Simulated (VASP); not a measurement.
An input for Quantum ESPRESSO's pw.x (written as the equivalent of a VASP run, and not itself run):

```
&CONTROL
  calculation = 'vc-relax'
  pseudo_dir = './pseudo'
  outdir = './out'
  tprnfor = .true.
  tstress = .true.
  nstep = 40
  forc_conv_thr = 0.00078
/
&SYSTEM
  ibrav = 0
  nat = 3
  ntyp = 2
  ecutwfc = 74
  occupations = 'smearing'
  smearing = 'gaussian'
  degauss = 0.003675
  input_dft = 'pbesol'
/
&ELECTRONS
  conv_thr = 7.3e-08
  electron_maxstep = 100
/
&IONS
/
&CELL
  press = 450
/
ATOMIC_SPECIES
  Li 6.940 Li.upf
  S 32.060 S.upf
CELL_PARAMETERS angstrom
     0.0000000    2.5114727    2.5114727
     2.5114727    0.0000000    2.5114727
     2.5114727    2.5114727    0.0000000
ATOMIC_POSITIONS crystal
  Li   0.2500000  0.2500000  0.2500000
  Li   0.7500000  0.7500000  0.7500000
  S    0.0000000  0.0000000  0.0000000
K_POINTS automatic
  8 8 8 0 0 0
```

Problem. Write the VASP files for the same calculation (PBEsol).

Solution. This is not unique; one that fits is 
File KPOINTS:
```
Automatic mesh
0
Gamma
 8 8 8
0 0 0
```

**INCAR**
```
LASPH  =  .TRUE.
ISMEAR  =  0   ! Gaussian
EDIFF  =  1E-6   ! SCF stop (eV)
ALGO  =  Normal   ! blocked Davidson
IBRION  =  2
PSTRESS  =  450   ! kbar
PREC  =  Accurate
NSW  =  40   ! most ionic steps
LCHARG  =  .FALSE.
SIGMA  =  0.05
NELM  =  100   ! most electronic steps
ENCUT  =  620   ! plane-wave cut-off (eV)
LWAVE  =  .FALSE.
SYSTEM  =  Li2S
LREAL  =  .FALSE.   ! projection in real space or not
EDIFFG  =  -0.02   ! ionic stop
GGA  =  PS   ! PBEsol
ISIF  =  3   ! ions, shape and volume
```

File POSCAR:
```
Li2S
1
    0.0000000000     2.5114726514     2.5114726514
    2.5114726514     0.0000000000     2.5114726514
    2.5114726514     2.5114726514     0.0000000000
Li S
2 1
Direct
  0.2500000000   0.2500000000   0.2500000000
  0.7500000000   0.7500000000   0.7500000000
  0.0000000000   0.0000000000   0.0000000000
```

POTCAR, in this order: Li_sv S (PBE.64 set). Program: vasp_std.

Limits of the translation: the potentials are each code's own (VASP's PAW set, PseudoDojo norm-conserving files in pw.x), so ENCUT and ecutwfc are chosen apart and not converted; conv_thr bounds pw.x's estimated SCF error, while EDIFF bounds the energy change between steps; forc_conv_thr acts on force components and is met together with etot_conv_thr.

The compound is Li2S in the antifluorite structure. This run relaxes it under an external pressure of 45 GPa. Symmetry was kept, so distortions that lower it aren't found.
